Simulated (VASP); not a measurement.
```yaml
crystal:
  lattice:
    - [1.58383, -2.74327, 0.00000]
    - [1.58383, 2.74327, 0.00000]
    - [0.00000, 0.00000, 12.30753]
  atoms:
    - { symbol: Mo, position: [0.33333, 0.66667, 0.25000] }
    - { symbol: Mo, position: [0.66667, 0.33333, 0.75000] }
    - { symbol: S, position: [0.33333, 0.66667, 0.87746] }
    - { symbol: S, position: [0.66667, 0.33333, 0.37746] }
    - { symbol: S, position: [0.66667, 0.33333, 0.12254] }
    - { symbol: S, position: [0.33333, 0.66667, 0.62254] }
```

Method: rev-vdW-DF2, VASP's PBE PAW potentials (set 64) (plane waves; VASP). Run with 520 eV cut-off, Gaussian smearing of 0.050 eV, potentials Mo_sv S.

Q: Give the energies of bands 17 to 30 at the high-symmetry points, in eV from the valence-band maximum.

A: 
```csv
band,Γ,M,K,A,L,H
17,-3.24,-5.09,-4.88,-3.23,-4.67,-4.73
18,-3.22,-4.40,-4.60,-3.23,-4.67,-4.73
19,-3.22,-3.84,-4.15,-2.58,-3.80,-4.40
20,-2.14,-3.75,-4.15,-2.58,-3.80,-4.40
21,-2.14,-2.74,-3.78,-2.12,-2.62,-3.39
22,-2.09,-2.47,-3.78,-2.12,-2.62,-3.39
23,-2.09,-1.70,-2.68,-2.12,-1.60,-2.87
24,-1.18,-1.49,-2.68,-2.12,-1.60,-2.87
25,-1.16,-1.39,-0.78,-0.27,-1.32,-0.70
26,0.00,-1.26,-0.61,-0.27,-1.32,-0.70
27,2.12,1.60,1.06,2.12,1.62,1.06
28,2.13,1.65,1.06,2.12,1.62,1.06
29,2.15,1.98,1.79,2.12,2.12,2.27
30,2.15,2.25,2.81,2.12,2.12,2.27
```

The gap is indirect, 0.84 eV, from the valence maximum at Γ to the conduction minimum at K-Γ at 0.44.

Measured: gap 1.29 eV (computed value off by -0.45 eV), as given by Wei Chen et al., Physical Review Materials (2018), doi:10.1103/physrevmaterials.2.073803.

The compound is MoS2 in the 2H layered structure. It was relaxed first.
